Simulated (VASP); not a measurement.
# How thick must a slab of Pt(111) be?, part 7 of 7

Aim: follow surface energy, work function and relaxation of Pt(111) with the number of layers.

VASP 6.6.1; PBE; plane waves and PAW (Pt).

So far. Step 19 (The vacuum level, layers 11): The vacuum level lies 5.69 eV above the Fermi level at the upper face; both faces agree, as the slab has next to no dipole. Step 20 (Surface relaxation, layers 12): The run ended after 7 ionic steps, 0.005 eV below its first step, once the forces on the free atoms met EDIFFG = -0.01.

## Step 21: The vacuum level, layers 12

INCAR reads:

```
SYSTEM = Pt
PREC = Normal
ENCUT = 320
EDIFF = 1E-06
NELM = 120
ISMEAR = 1
SIGMA = 0.15
LREAL = .FALSE.
ALGO = Fast
GGA = PE
NBANDS = 74
LASPH = .TRUE.
LORBIT = 11
LWAVE = .FALSE.
LCHARG = .FALSE.
KPAR = 4
IDIPOL = 3
LDIPOL = .TRUE.
DIPOL = 0.5 0.5 0.5
LVHAR = .TRUE.
LVACPOTAV = .TRUE.
```

POSCAR reads:

```
Pt
1.0
    2.8054651031      0.0000000000      0.0000000000
    1.4027325516      2.4296040487      0.0000000000
    0.0000000000      0.0000000000     40.1971793107
Pt
12
Direct
    0.3333333300      0.3333333300      0.1862967319
    0.6666666700      0.6666666700      0.2438926552
    0.0000000000      0.0000000000      0.3006504638
    0.3333333300      0.3333333300      0.3574201799
    0.6666666700      0.6666666700      0.4144407224
    0.0000000000      0.0000000000      0.4715050755
    0.3333333300      0.3333333300      0.5284949245
    0.6666666700      0.6666666700      0.5855592776
    0.0000000000      0.0000000000      0.6425798201
    0.3333333300      0.3333333300      0.6993495362
    0.6666666700      0.6666666700      0.7561073448
    0.0000000000      0.0000000000      0.8137032681
```

KPOINTS reads:

```
Automatic mesh
0
Gamma
15 15 1
0 0 0
```

PAW data sets: Pt (PBE family, release 64).

The run is started by

```bash
$ mpirun -np 4 vasp_std
```

Output:

```text
[... set-up lines as in an earlier step ...]
 entering main loop
       N       E                     dE             d eps       ncg     rms          rms(c)
DAV:   1     0.596701308549E+03    0.59670E+03   -0.45391E+04  4084   0.102E+03
DAV:   2    -0.469847756823E+02   -0.64369E+03   -0.60678E+03  4584   0.262E+02
DAV:   3    -0.754836029102E+02   -0.28499E+02   -0.26095E+02  4610   0.495E+01
DAV:   4    -0.765125207234E+02   -0.10289E+01   -0.10065E+01  4910   0.914E+00
[...]
RMM:  30    -0.719386017746E+02   -0.14912E-05   -0.84000E-07  2527   0.243E-03    0.242E-02
RMM:  31    -0.719386002017E+02    0.15729E-05   -0.29158E-07  2262   0.155E-03    0.131E-02
RMM:  32    -0.719386002320E+02   -0.30326E-07   -0.11427E-07  1562   0.108E-03
 [... a notice as in an earlier step ...]

   1 F= -.71938600E+02 E0= -.71937143E+02  d E =-.437227E-02
```

Wall time 63 s (4 MPI ranks of AMD EPYC 9R45, shared host); peak memory 1.1 GiB.

OUTCAR, selected parts (step 21):

```text
  Total       -5.5884389     -5.5884389     -1.2146159     -0.0000000      0.0000000     -0.0000000
  in kB      -32.6787274    -32.6787274     -7.1025383     -0.0000000      0.0000000     -0.0000000
  external PRESSURE =     -24.1533310 kB  Pullay stress =       0.0000000 kB

 POSITION                                       TOTAL-FORCE (eV/Angst)
 -----------------------------------------------------------------------------------
      1.40273      0.80987      7.48860         0.000000      0.000000     -0.001402
      2.80547      1.61974      9.80380         0.000000      0.000000      0.002053
      0.00000      0.00000     12.08530         0.000000      0.000000      0.001920
      1.40273      0.80987     14.36728        -0.000000      0.000000      0.003523
      2.80547      1.61974     16.65935         0.000000      0.000000     -0.007135
      0.00000      0.00000     18.95317         0.000000      0.000000     -0.007533
      1.40273      0.80987     21.24401        -0.000000     -0.000000      0.007533
      2.80547      1.61974     23.53783        -0.000000      0.000000      0.007135
      0.00000      0.00000     25.82990         0.000000     -0.000000     -0.003523
      1.40273      0.80987     28.11188         0.000000      0.000000     -0.001920
      2.80547      1.61974     30.39338        -0.000000     -0.000000     -0.002053
      0.00000      0.00000     32.70858        -0.000000     -0.000000      0.001402
 -----------------------------------------------------------------------------------
    total drift:                                0.000000      0.000000      0.000002

  FREE ENERGIE OF THE ION-ELECTRON SYSTEM (eV)
  ---------------------------------------------------
  free  energy   TOTEN  =       -71.9386002320 eV

  energy  without entropy=      -71.9342279615  energy(sigma->0) =      -71.93714281

[... 2 parts as in an earlier step ...]

[... 1 further part left out ...]
[key lines of the parts left out:]
E-fermi :   5.4346
```

The planar average of the electrostatic potential oscillates, so the rows of the table below give means over windows of 2.34 Å about each position, cut where the curve ends. Its maxima inside the range that stand out by 2 % of the span (Å: eV): 8.6: 0.741, 10.9: 0.310, 13.2: 0.169, 15.5: 0.376, 17.8: 0.269, 20.1: 0.382, 22.4: 0.269, 24.7: 0.376, 27.0: 0.169, 29.3: 0.310, 31.6: 0.741. Its minima: 7.5: -20.8, 9.8: -21.1, 12.1: -21.1, 14.4: -21.0, 16.6: -21.1, 19.0: -21.1, 21.2: -21.1, 23.6: -21.1, 25.8: -21.0, 28.1: -21.1, 30.4: -21.1, 32.7: -20.8.

Zero at the Fermi level. Table of planar average of the electrostatic potential by height; means over each step:

```
height (Å)  planar average of the electrostatic potential (eV)
      1.17                                                5.69
      3.51                                                5.69
      5.85                                                2.50
      8.19                                               -10.2
     10.53                                               -10.8
     12.87                                               -10.8
     15.21                                               -10.8
     17.55                                               -10.8
     19.89                                               -10.8
     22.23                                               -10.8
     24.57                                               -10.8
     26.91                                               -10.9
     29.25                                               -10.9
     31.59                                               -10.3
     33.93                                               -1.67
     36.27                                                5.68
     38.61                                                5.69
```

The vacuum level lies 5.69 eV above the Fermi level at the upper face; both faces agree, as the slab has next to no dipole.

The program found no field-free point at its default tolerance, but its printed level agrees with the flat part of the planar average.

## Step 22: Relaxing the slab, layers 14

System of this step: Pt(111). The cell holds 14 atoms: 14 Pt. Its edges and angles: a = 2.805 Å, b = 2.805 Å, c = 44.778 Å, α = 90.0°, β = 90.0°, γ = 60.0°. It derives from Pt. 14 layers of fcc Pt, cut at this functional's lattice. Vacuum lies along c.

INCAR reads:

```
SYSTEM = Pt
PREC = Normal
ENCUT = 320
EDIFF = 1E-06
NELM = 120
ISMEAR = 1
SIGMA = 0.15
LREAL = Auto
ALGO = Fast
GGA = PE
NBANDS = 86
LASPH = .TRUE.
LORBIT = 11
LWAVE = .FALSE.
LCHARG = .FALSE.
KPAR = 4
IBRION = 2
NSW = 50
ISIF = 2
EDIFFG = -0.01
POTIM = 0.4
MAXMIX = 40
```

POSCAR reads:

```
Pt
1.0
    2.8054651031      0.0000000000      0.0000000000
    1.4027325516      2.4296040487      0.0000000000
    0.0000000000      0.0000000000     44.7784846399
Pt
14
Direct
    0.6666666700      0.6666666700      0.1674911500
    0.0000000000      0.0000000000      0.2186463600
    0.3333333300      0.3333333300      0.2698015700
    0.6666666700      0.6666666700      0.3209567700
    0.0000000000      0.0000000000      0.3721119800
    0.3333333300      0.3333333300      0.4232671900
    0.6666666700      0.6666666700      0.4744224000
    0.0000000000      0.0000000000      0.5255776000
    0.3333333300      0.3333333300      0.5767328100
    0.6666666700      0.6666666700      0.6278880200
    0.0000000000      0.0000000000      0.6790432300
    0.3333333300      0.3333333300      0.7301984300
    0.6666666700      0.6666666700      0.7813536400
    0.0000000000      0.0000000000      0.8325088500
```

KPOINTS is that of step 21.

The run is started by

```bash
$ mpirun -np 4 vasp_std
```

Output:

```text
[banner, memory and clock lines left out]
running    4 mpi-ranks, on    1 nodes
[...]
LDA part: xc-table for (Slater+PW92), standard interpolation
 POSCAR, INCAR and KPOINTS ok, starting setup
[...]
entering main loop
       N       E                     dE             d eps       ncg     rms          rms(c)
DAV:   1     0.700666353928E+03    0.70067E+03   -0.52972E+04  4764   0.103E+03
DAV:   2    -0.553566517078E+02   -0.75602E+03   -0.70980E+03  5318   0.266E+02
DAV:   3    -0.883567510235E+02   -0.33000E+02   -0.30259E+02  5382   0.499E+01
DAV:   4    -0.894597613282E+02   -0.11030E+01   -0.10905E+01  5616   0.906E+00
[...]
RMM:  41    -0.841438760199E+02    0.16030E-04   -0.95756E-06  4544   0.840E-03    0.410E-02
RMM:  42    -0.841438735012E+02    0.25187E-05   -0.66897E-07  2629   0.239E-03    0.232E-02
RMM:  43    -0.841438726115E+02    0.88976E-06   -0.31353E-07  2608   0.172E-03
   1 F= -.84143873E+02 E0= -.84141534E+02  d E =-.841439E+02
[... from here on, the cycles between the ionic steps are left out ...]
   2 F= -.84147688E+02 E0= -.84145449E+02  d E =-.381542E-02
   3 F= -.84148323E+02 E0= -.84146123E+02  d E =-.444996E-02
   4 F= -.84148330E+02 E0= -.84146138E+02  d E =-.445707E-02
   5 F= -.84148329E+02 E0= -.84146135E+02  d E =-.445662E-02
   6 F= -.84148706E+02 E0= -.84146554E+02  d E =-.376997E-03
   7 F= -.84148868E+02 E0= -.84146764E+02  d E =-.538289E-03
   8 F= -.84149138E+02 E0= -.84147056E+02  d E =-.270533E-03
   9 F= -.84149141E+02 E0= -.84147061E+02  d E =-.273021E-03
  10 F= -.84149404E+02 E0= -.84147341E+02  d E =-.263648E-03
  11 F= -.84149408E+02 E0= -.84147346E+02  d E =-.267260E-03
  12 F= -.84149463E+02 E0= -.84147399E+02  d E =-.551331E-04
  13 F= -.84149474E+02 E0= -.84147410E+02  d E =-.660444E-04
  14 F= -.84149553E+02 E0= -.84147486E+02  d E =-.790539E-04
  15 F= -.84149551E+02 E0= -.84147484E+02  d E =-.768664E-04
  16 F= -.84149552E+02 E0= -.84147486E+02  d E =-.786039E-04
  17 F= -.84149571E+02 E0= -.84147511E+02  d E =-.186270E-04
  18 F= -.84149571E+02 E0= -.84147511E+02  d E =-.185541E-04
  19 F= -.84149575E+02 E0= -.84147509E+02  d E =-.361713E-05
  20 F= -.84149577E+02 E0= -.84147514E+02  d E =-.588507E-05
[...]
reached required accuracy - stopping structural energy minimisation
```

Wall time 5.7 min (4 MPI ranks); peak memory 1.3 GiB; 23 min of CPU time.

OUTCAR, selected parts (step 22):

```text
  Total       -5.4835134     -5.4835134     -1.3762467     -0.0000000      0.0000000     -0.0000000
  in kB      -28.7845687    -28.7845687     -7.2243222     -0.0000000      0.0000000     -0.0000000
  external PRESSURE =     -21.5978199 kB  Pullay stress =       0.0000000 kB

 POSITION                                       TOTAL-FORCE (eV/Angst)
 -----------------------------------------------------------------------------------
      2.80547      1.61974      7.48204         0.000000     -0.000000     -0.005122
      0.00000      0.00000      9.79931        -0.000000     -0.000000     -0.008085
      1.40273      0.80987     12.08200        -0.000000     -0.000000      0.007018
      2.80547      1.61974     14.36492        -0.000000     -0.000000      0.002057
      0.00000      0.00000     16.65536        -0.000000     -0.000000      0.000660
      1.40273      0.80987     18.94668        -0.000000     -0.000000     -0.005781
      2.80547      1.61974     21.24079        -0.000000     -0.000000     -0.001485
      0.00000      0.00000     23.53769         0.000000      0.000000      0.001485
      1.40273      0.80987     25.83180         0.000000     -0.000000      0.005781
      2.80547      1.61974     28.12312         0.000000      0.000000     -0.000660
      0.00000      0.00000     30.41357         0.000000     -0.000000     -0.002057
      1.40273      0.80987     32.69649         0.000000      0.000000     -0.007018
      2.80547      1.61974     34.97917         0.000000      0.000000      0.008085
      0.00000      0.00000     37.29645        -0.000000     -0.000000      0.005122
 -----------------------------------------------------------------------------------
    total drift:                               -0.000003     -0.000002     -0.000002

  FREE ENERGIE OF THE ION-ELECTRON SYSTEM (eV)
  ---------------------------------------------------
  free  energy   TOTEN  =       -84.1495768928 eV

  energy  without entropy=      -84.1433873761  energy(sigma->0) =      -84.14751372

[... 1 part as in an earlier step ...]

[... 3 further parts left out ...]
[key lines of the parts left out:]
E-fermi :   5.9647
```

The run ended after 20 ionic steps, 0.006 eV below its first step, once the forces on the free atoms met EDIFFG = -0.01.

## Step 23: The vacuum level, layers 14

Edit INCAR of step 22 so:

```diff
@@ -16,7 +16,6 @@
 KPAR = 4
-IBRION = 2
-NSW = 50
-ISIF = 2
-EDIFFG = -0.01
-POTIM = 0.4
-MAXMIX = 40
+IDIPOL = 3
+LDIPOL = .TRUE.
+DIPOL = 0.5 0.5 0.5
+LVHAR = .TRUE.
+LVACPOTAV = .TRUE.
```

POSCAR reads:

```
Pt
1.0
    2.8054651031      0.0000000000      0.0000000000
    1.4027325516      2.4296040487      0.0000000000
    0.0000000000      0.0000000000     44.7784846399
Pt
14
Direct
    0.6666666700      0.6666666700      0.1670899932
    0.0000000000      0.0000000000      0.2188397348
    0.3333333300      0.3333333300      0.2698169771
    0.6666666700      0.6666666700      0.3207995807
    0.0000000000      0.0000000000      0.3719501167
    0.3333333300      0.3333333300      0.4231202676
    0.6666666700      0.6666666700      0.4743526872
    0.0000000000      0.0000000000      0.5256473128
    0.3333333300      0.3333333300      0.5768797324
    0.6666666700      0.6666666700      0.6280498833
    0.0000000000      0.0000000000      0.6792004193
    0.3333333300      0.3333333300      0.7301830229
    0.6666666700      0.6666666700      0.7811602652
    0.0000000000      0.0000000000      0.8329100068
```

KPOINTS is that of step 22.

The run is started by

```bash
$ mpirun -np 4 vasp_std
```

Output:

```text
[... set-up lines as in an earlier step ...]
 entering main loop
       N       E                     dE             d eps       ncg     rms          rms(c)
DAV:   1     0.700137490437E+03    0.70014E+03   -0.52964E+04  4764   0.103E+03
DAV:   2    -0.553952472370E+02   -0.75553E+03   -0.70933E+03  5324   0.266E+02
DAV:   3    -0.883903493945E+02   -0.32995E+02   -0.30255E+02  5398   0.499E+01
DAV:   4    -0.894787954984E+02   -0.10884E+01   -0.10792E+01  5616   0.898E+00
[...]
RMM:  42    -0.841495817269E+02    0.47345E-05   -0.13133E-06  2916   0.313E-03    0.301E-02
RMM:  43    -0.841495778525E+02    0.38743E-05   -0.11271E-06  2756   0.322E-03    0.182E-02
RMM:  44    -0.841495769564E+02    0.89617E-06   -0.59770E-07  2665   0.199E-03
 [... a notice as in an earlier step ...]

   1 F= -.84149577E+02 E0= -.84147515E+02  d E =-.618625E-02
```

The job ended after 1.9 min (4 MPI ranks; peak memory 1.2 GiB; 7.3 min of CPU time).

Parts of OUTCAR (step 23):

```text
  Total       -5.4839792     -5.4839792     -1.3707456     -0.0000000      0.0000000     -0.0000000
  in kB      -28.7870136    -28.7870136     -7.1954451     -0.0000000      0.0000000     -0.0000000
  external PRESSURE =     -21.5898241 kB  Pullay stress =       0.0000000 kB

 POSITION                                       TOTAL-FORCE (eV/Angst)
 -----------------------------------------------------------------------------------
      2.80547      1.61974      7.48204         0.000000      0.000000     -0.004468
      0.00000      0.00000      9.79931        -0.000000     -0.000000     -0.007169
      1.40273      0.80987     12.08200        -0.000000      0.000000      0.009530
      2.80547      1.61974     14.36492         0.000000     -0.000000      0.001526
      0.00000      0.00000     16.65536        -0.000000     -0.000000      0.000392
      1.40273      0.80987     18.94668        -0.000000      0.000000     -0.004734
      2.80547      1.61974     21.24079         0.000000      0.000000     -0.001301
      0.00000      0.00000     23.53769        -0.000000     -0.000000      0.001301
      1.40273      0.80987     25.83180         0.000000      0.000000      0.004734
      2.80547      1.61974     28.12312         0.000000      0.000000     -0.000392
      0.00000      0.00000     30.41357        -0.000000      0.000000     -0.001526
      1.40273      0.80987     32.69649        -0.000000      0.000000     -0.009530
      2.80547      1.61974     34.97917         0.000000     -0.000000      0.007169
      0.00000      0.00000     37.29645        -0.000000     -0.000000      0.004468
 -----------------------------------------------------------------------------------
    total drift:                               -0.000003     -0.000002     -0.000002

  FREE ENERGIE OF THE ION-ELECTRON SYSTEM (eV)
  ---------------------------------------------------
  free  energy   TOTEN  =       -84.1495769564 eV

  energy  without entropy=      -84.1433907027  energy(sigma->0) =      -84.14751487

[... 2 parts as in an earlier step ...]

[... 1 further part left out ...]
[key lines of the parts left out:]
E-fermi :   5.9644
```

The vacuum level lies 5.69 eV above the Fermi level at the upper face; both faces agree, as the slab has next to no dipole.

The program found no field-free point at its default tolerance, and its printed vacuum level lies off the flat part of the planar average, by -0.01 eV at the upper face; the levels here are read from the flat part.

## Step 24: All thicknesses together

This step: a metal face over its thickness, PBE; plane waves and PAW (VASP 6.6.1).

This step runs nothing: it gathers the runs above.

This step gave:

```
slope energy per layer      : -6.099 eV
surface energy from the fit : 1.479 J/m²
```

Symmetric slabs, all atoms free; energies from the ends of the relaxations. Thickness series, by row:

```
layers  slab energy plus 5.6 eV a layer (eV)  surface energy from the bulk run (J/m²)  work function (eV)  change of the top spacing (%)
     4                               -0.7605                                    1.459               5.697                         0.6433
     5                                -1.217                                     1.51               5.685                          1.074
     6                                -1.748                                    1.474               5.739                          1.214
     7                                -2.239                                    1.485               5.673                          1.107
     8                                -2.731                                    1.496               5.689                           1.14
     9                                -3.244                                    1.481               5.677                          1.079
    10                                -3.732                                    1.495               5.718                          1.021
    11                                -4.231                                    1.498               5.694                          1.102
    12                                -4.737                                     1.49               5.688                          1.071
    14                                -5.747                                    1.479               5.688                          1.162
```

The third column takes -6.1004 eV an atom from the bulk run, over twice the area of 6.816 Å². The fit needs no bulk run: the intercept of energy against layers is twice the area times the surface energy.

## Step 25: Summary of results

| Quantity | Value |
| --- | --- |
| surface energy from the fit | 1.48 J/m² |
| slope energy per layer | -6.10 eV |

A straight line through the slab energies from 7 to 12 layers gives a surface energy of 1.48 J/m² for Pt(111); with one or two rows fewer at either end it runs from 1.46 to 1.49. Its slope differs from the bulk run's energy by 1.1 meV a layer, and the value counted from the bulk run goes from 1.46 J/m² at 4 layers to 1.49 at 12. Over the series the work function lies between 5.67 and 5.74 eV, and the top spacing changes by +0.6 to +1.2 %. Slabs of more than 12 layers ran with LREAL = Auto and the others without, so they are kept out of the line. The top spacing is counted from the bulk run's spacing, and the inner spacings of a slab can differ from that too. Swings with thickness mix quantum size effects with the sampling of the mesh and the force threshold.

[Lines on the potential files, build, host, timing and source positions are cut from VASP's logs without a mark.]

[Logs are printed without paths, hosts, clocks, repeated set-up lines and the standing remarks that a program may print on its own settings, such as how far it seeks lower states.]

[Hosts, paths, dates, database ids (printed as entryN), source tags and the programs' standing remarks are cut or masked in the printed files.]

[Runs that stopped without an error message from VASP are left out.]
